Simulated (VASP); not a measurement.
# KBe18 in VASP: notebook

The runs below take KBe18 through single point, with LDA.

Everything below comes from runs of VASP 6.6.1. Logs are shortened: lines on timing, memory, paths and dates and some standing lists are left out, and cuts for length are marked.

### 1 The slab as given

The cell holds a slab with vacuum, 19 atoms: a = 4.580 Å, b = 6.870 Å, c = 15.588 Å, α = 90.00°, β = 90.00°, γ = 60.00°.

The cell was built by a generator and needn't be a form met in nature.

### 2 Single point, LDA

The input, INCAR:

```
SYSTEM = KBe18
PREC = Accurate ; ENCUT = 520
EDIFF = 1E-6 ; ISMEAR = -1
SIGMA = 0.05 ; LREAL = Auto
LASPH = .TRUE. ; NELM = 100
ALGO = Fast ; ISIF = 2
LWAVE = .FALSE. ; LCHARG = .TRUE.
GGA = CA ; LELF = .TRUE.
LVHAR = .TRUE. ; NBANDS = 38
```

The input, KPOINTS:

```
Automatic mesh
0
G
  4 3 1
  0 0 0
```

The input, POSCAR:

```
KBe18
1.0
    4.5800000000      0.0000000000      0.0000000000
    3.4350000000      5.9495950000      0.0000000000
    0.0000000000      0.0000000000     15.5884300000
Be K
18 1
Direct
    0.0000000000      0.0000000000      0.0641500780
    0.5000000000      0.0000000000      0.0641500780
    0.0000000420      0.3333332773      0.0641500780
    0.5000000420      0.3333332773      0.0641500780
   -0.0000000420      0.6666667227      0.0641500780
    0.4999999580      0.6666667227      0.0641500780
   -0.1693402194      0.2254457656      0.1799225451
    0.3321892954      0.2243013180      0.1801139691
   -0.1664658609      0.5570898523      0.1781530917
    0.3311171023      0.5565108213      0.1781017075
   -0.1683498283      0.8915558118      0.1793416656
    0.3296491896      0.8940069030      0.1786597496
   -0.0011230684      0.0005294478      0.2949634440
    0.4990751290     -0.0006107979      0.2949359878
   -0.0022304435      0.3347742157      0.2952498744
    0.4976225541      0.3354712380      0.2951496719
   -0.0012766154      0.6668084130      0.2924502339
    0.4981549508      0.6673395416      0.2883599567
    0.3665203369      0.6689562903      0.4633283147
```

Potentials or basis: VASP PAW LDA potentials, release 64 (Be, K_sv).

On the command line:

```sh
$ cat potpaw_LDA.64/Be/POTCAR potpaw_LDA.64/K_sv/POTCAR > POTCAR
$ mpirun -np 1 vasp_std > vasp.out
```

OUTCAR:

```text
SYSTEM = KBe18
   PREC = Accurate
   ENCUT = 520
   EDIFF = 1E-6
   ISMEAR = -1
   LREAL = Auto
   LASPH = .TRUE.
   NELM = 100
   ISIF = 2
   GGA = CA

 ion  position               nearest neighbor table
   1  0.000  0.000  0.064-  12 2.21  11 2.22   7 2.25   5 2.29   3 2.29   6 2.29   4 2.29   2 2.29
                             2 2.29
   2  0.500  0.000  0.064-  12 2.21  11 2.23   8 2.25   6 2.29   4 2.29   3 2.29   5 2.29   1 2.29
                             1 2.29
   3  0.000  0.333  0.064-   9 2.22   7 2.23   8 2.24   1 2.29   2 2.29   4 2.29   4 2.29   6 2.29
                             5 2.29
   4  0.500  0.333  0.064-  10 2.22   7 2.23   8 2.24   2 2.29   1 2.29   3 2.29   3 2.29   5 2.29
                             6 2.29
   5  1.000  0.667  0.064-   9 2.21  10 2.21  11 2.24   1 2.29   2 2.29   6 2.29   6 2.29   4 2.29
                             3 2.29
   6  0.500  0.667  0.064-   9 2.22  10 2.22  12 2.24   2 2.29   1 2.29   5 2.29   5 2.29   3 2.29
                             4 2.29
   7  0.831  0.225  0.180-  15 2.23  16 2.23   4 2.23   3 2.23  13 2.24   1 2.25  12 2.28  10 2.28
                             9 2.29   8 2.29  11 2.29   8 2.29
   8  0.332  0.224  0.180-  16 2.23  15 2.23  14 2.23   4 2.24   3 2.24   2 2.25  12 2.28  10 2.28
                             9 2.29  11 2.29   7 2.29   7 2.29
   9  0.834  0.557  0.178-  18 2.17   5 2.21  17 2.21   6 2.22   3 2.22  15 2.25  10 2.28   7 2.29
[... 4 lines left out ...]
                            12 2.29   7 2.29   9 2.29  10 2.29
  12  0.330  0.894  0.179-  18 2.18   2 2.21   1 2.21  14 2.23  13 2.24   6 2.24   8 2.28   7 2.28
                            11 2.29  11 2.29   9 2.31  10 2.32
  13  0.999  0.001  0.295-  11 2.23   7 2.24  12 2.24  14 2.29  18 2.29  14 2.29  17 2.29  15 2.29
                            16 2.30
  14  0.499  0.999  0.295-  12 2.23  11 2.23   8 2.23  18 2.29  17 2.29  13 2.29  13 2.29  15 2.30
                            16 2.31
  15  0.998  0.335  0.295-   7 2.23   8 2.23   9 2.25  17 2.28  16 2.29  18 2.29  16 2.29  13 2.29
                            14 2.30
  16  0.498  0.335  0.295-   8 2.23   7 2.23  10 2.25  17 2.28  18 2.28  15 2.29  15 2.29  13 2.30
                            14 2.31
  17  0.999  0.667  0.292-   9 2.21  11 2.21  10 2.22  16 2.28  15 2.28  14 2.29  18 2.29  18 2.29
                            13 2.29
  18  0.498  0.667  0.288-  10 2.17   9 2.17  12 2.18  16 2.28  14 2.29  15 2.29  17 2.29  13 2.29
                            17 2.29  19 2.79
  19  0.367  0.669  0.463-  18 2.79

  LATTYP: Found a simple monoclinic cell.
 ALAT       =     4.5800000000
 B/A-ratio  =     3.4035873362
 C/A-ratio  =     1.3228757576
 COS(beta)  =    -0.1889822219

  Lattice vectors:

 A1 = (   4.5800000000,   0.0000000000,   0.0000000000)
 A2 = (   0.0000000000,   0.0000000000, -15.5884300000)
 A3 = (  -1.1450000000,   5.9495950000,   0.0000000000)

[... 153 lines left out ...]
   NELECT =      45.0000    total number of electrons
   NUPDOWN=      -1.0000    fix difference up-down
   EMIN   =  10.00;   EMAX   =-10.00  energy-range for DOS
   EFERMI =   0.00;   METHOD = LEGACY
   ISMEAR =    -1;   SIGMA  =   0.05  broadening in eV -4-tet -1-fermi 0-gaus
   EFERMI_NEDOS =   21; number of points for ismear=-14 and -15
   IALGO  =     68    algorithm
   IMIX   =      4    mixing-type and parameters
     AMIX     =   0.40;   BMIX     =  1.00
     AMIX_MAG =   1.60;   BMIX_MAG =  1.00
  volume/ion in A,a.u.               =      22.36       150.87
  Fermi-wavevector in a.u.,A,eV,Ry     =   0.774629  1.463837  8.164183  0.600051
  Thomas-Fermi vector in A             =   1.876726
   LORBIT       =      0    0 simple, 1 ext, 2 COOP (PROOUT), +10 PAW based schemes
   GGA     = CA    functional components
   LHFCALC =     F    Hartree Fock is set to
   AEXX    =    0.0000 exact exchange contribution
   IVDW    =     0    specifies the selected vdW correction
   LEPSILON=     F    determine dielectric tensor
   LRPA    =     F    only Hartree local field effects (RPA)
 non-spin polarized calculation
 RMM-DIIS sequential band-by-band and
  energy-cutoff  :      520.00
  volume of cell :      424.77
 maximum number of plane-waves:     11487
 NGX is ok and might be reduce to    36
   NGX = 17   NGY = 25   NGZ = 57

 number of electron      45.0000000 magnetization

 Free energy of the ion-electron system (eV)
  ---------------------------------------------------
  ext. energy  EPLUGINS =         0.00000000
  ---------------------------------------------------
  free energy    TOTEN  =       -71.01454068 eV

  energy without entropy =      -70.96696468  energy(sigma->0) =      -70.99075268

 E-fermi :   0.2582     XC(G=0):  -5.6036

 val. band max:        0.2321183972   @ k =   0.2500   0.0000   0.0000
 cond. band min:       0.2928180429   @ k =   0.5000   0.0000   0.0000
 fundamental gap:      0.0606996456
 Fermi energy:         0.2581718302

 k-point     1 :       0.0000    0.0000    0.0000
  band No.  band energies     occupation
      1     -31.3892      2.00000
      2     -15.1509      2.00000
      3     -15.1100      2.00000
      4     -15.1008      2.00000
      5      -9.2180      2.00000
      6      -7.0244      2.00000
[... 248 lines left out ...]
     33       4.2808      0.00000
     34       4.7486      0.00000
 [bands above 34 left out]

------------------------ aborting loop because EDIFF is reached ----------------------------------------

  FORCE on cell =-STRESS in cart. coord.  units (eV):
  Direction    XX          YY          ZZ          XY          YZ          ZX
  --------------------------------------------------------------------------------------
  -------------------------------------------------------------------------------------
  Total      -15.4744530    -18.4118311     -0.1997423      1.2573777     -0.0527317      0.0255834
  in kB      -58.3674380    -69.4468107     -0.7533996      4.7426501     -0.1988964      0.0964971
  external PRESSURE =     -42.8558828 kB  Pullay stress =       0.0000000 kB

 VOLUME and BASIS-vectors are now :
 -----------------------------------------------------------------------------
  energy-cutoff  :      520.00
  volume of cell :      424.77
      direct lattice vectors                 reciprocal lattice vectors
     4.580000000  0.000000000  0.000000000     0.218340611 -0.126059001  0.000000000
     3.435000000  5.949595000  0.000000000     0.000000000  0.168078668  0.000000000
     0.000000000  0.000000000 15.588430000     0.000000000  0.000000000  0.064150142

 POSITION                                       TOTAL-FORCE (eV/Angst)
 -----------------------------------------------------------------------------------
      0.00000      0.00000      1.00000        -0.028582      0.043813     -0.008686
      2.29000      0.00000      1.00000         0.015822      0.035902      0.008581
      1.14500      1.98320      1.00000        -0.004529     -0.028043      0.026733
      3.43500      1.98320      1.00000        -0.011550     -0.024435     -0.003832
      6.87000      3.96640      1.00000        -0.000177      0.037323     -0.035660
      4.58000      3.96640      1.00000        -0.013993      0.019483     -0.036190
[... 11 lines left out ...]
      4.57386      3.97040      4.49508         0.064852     -0.000760     -0.120239
      3.97653      3.98002      7.22256         0.005976      0.003525      0.063497
 -----------------------------------------------------------------------------------
    total drift:                                0.000255      0.003268     -0.001500

  FREE ENERGIE OF THE ION-ELECTRON SYSTEM (eV)
  ---------------------------------------------------
  free  energy   TOTEN  =       -71.0145406809 eV

  energy  without entropy=      -70.9669646778  energy(sigma->0) =      -70.99075268
```

Wall time 5.5 min (1 thread of Intel Xeon 6975P-C (Granite Rapids), shared host); peak memory 0.39 GiB.

What came out:

| Quantity | Value |
| --- | --- |
| Free energy | -71.0145 eV |
| Largest force | 0.137 eV/Å |
| Band gap on the k mesh | none (metal or under the smearing width) |

Forces on the atoms (eV/Å):
```
Be  -0.029  0.044 -0.009
Be   0.016  0.036  0.009
Be  -0.005 -0.028  0.027
Be  -0.012 -0.024 -0.004
Be   0.000  0.037 -0.036
Be  -0.014  0.019 -0.036
Be   0.010 -0.026 -0.005
Be   0.017 -0.024  0.002
Be   0.019 -0.010  0.016
Be   0.005 -0.019 -0.007
Be  -0.001 -0.030  0.015
Be   0.027 -0.027 -0.016
Be  -0.015  0.032 -0.061
Be  -0.007 -0.003  0.082
Be  -0.020  0.018  0.075
Be  -0.002 -0.006 -0.055
Be  -0.060  0.008  0.060
Be   0.065 -0.001 -0.120
K    0.006  0.004  0.063
```

Caveat: the k mesh is coarse (spacing up to 0.40 Å⁻¹), so the values aren't converged.

### 3 Single point, LDA

The input, INCAR:

```
  PREC = Accurate
  ENCUT = 520
  EDIFF = 1E-7
  ISMEAR = -1
  SIGMA = 0.05
  LREAL = Auto
  LASPH = T
  NELM = 100
  ALGO = Fast
  ISIF = 2
  LWAVE = F
  LCHARG = T
  LELF = T
  LVHAR = T
  NBANDS = 38
```

The input, KPOINTS:

```
Automatic mesh
0
Gamma
  4 3 1
```

The input, POSCAR:

```
KBe18
1.0
    4.5800000000      0.0000000000      0.0000000000
    3.4350000000      5.9495950000      0.0000000000
    0.0000000000      0.0000000000     15.5884300000
Be K
18 1
Direct
    0.0000000000      0.0000000000      0.0641500780
    0.5000000000      0.0000000000      0.0641500780
    0.0000000420      0.3333332773      0.0641500780
    0.5000000420      0.3333332773      0.0641500780
   -0.0000000420      0.6666667227      0.0641500780
    0.4999999580      0.6666667227      0.0641500780
   -0.1701048215      0.2260180735      0.1798268331
    0.3329539897      0.2237291782      0.1802096812
   -0.1652571703      0.5573792838      0.1781788160
    0.3299085378      0.5562212218      0.1780760474
   -0.1673495094      0.8903303502      0.1796825594
    0.3286487446      0.8952325326      0.1783187916
   -0.0012219318      0.0010994026      0.2949771722
    0.4991741185     -0.0011809207      0.2949222597
   -0.0021568961      0.3344257886      0.2952999757
    0.4975490067      0.3358196650      0.2950995706
   -0.0009925077      0.6665428487      0.2944953405
    0.4978708431      0.6676051059      0.2863148502
    0.4915203369      0.6689562903      0.4633283147
```

Potentials or basis: VASP PAW LDA potentials, release 64 (Be, K_sv).

On the command line:

```sh
$ cat potpaw_LDA.64/Be/POTCAR potpaw_LDA.64/K_sv/POTCAR > POTCAR
$ mpirun -np 1 vasp_std > vasp.out
```

Wall time 5.6 min (1 thread of Intel Xeon 6975P-C (Granite Rapids), shared host); peak memory 0.4 GiB.

It converged, with:

| Item | Value |
| --- | --- |
| Free energy | -71.0226 eV |
| Largest force | 0.068 eV/Å |
| Band gap on the k mesh | none (metal or under the smearing width) |

Forces in eV/Å, atoms in the order of the input:
```
Be  -0.042  0.054 -0.004
Be   0.030  0.030  0.001
Be   0.000 -0.033  0.021
Be  -0.015 -0.021  0.003
Be   0.004  0.038 -0.031
Be  -0.020  0.020 -0.037
Be   0.004 -0.029  0.001
Be   0.023 -0.020 -0.005
Be   0.026 -0.017 -0.005
Be  -0.003 -0.027 -0.010
Be   0.006 -0.025  0.010
Be   0.023 -0.029 -0.013
Be  -0.010  0.009  0.009
Be  -0.003  0.016  0.013
Be  -0.010  0.010  0.012
Be  -0.004  0.006  0.012
Be   0.004  0.008  0.018
Be  -0.013  0.008 -0.011
K    0.000  0.001  0.016
```

Levels at points of the mesh, in eV from the Fermi level:
```csv
k point,band 21,band 22,band 23,band 24,band 25,band 26
"(0.00, 0.00, 0.00)",-0.96,-0.13,-0.12,0.49,1.75,1.76
"(0.50, 0.00, 0.00)",0.02,0.09,0.12,0.19,1.06,1.13
```

Caveat: the k mesh is coarse (spacing up to 0.40 Å⁻¹), so the values aren't converged.
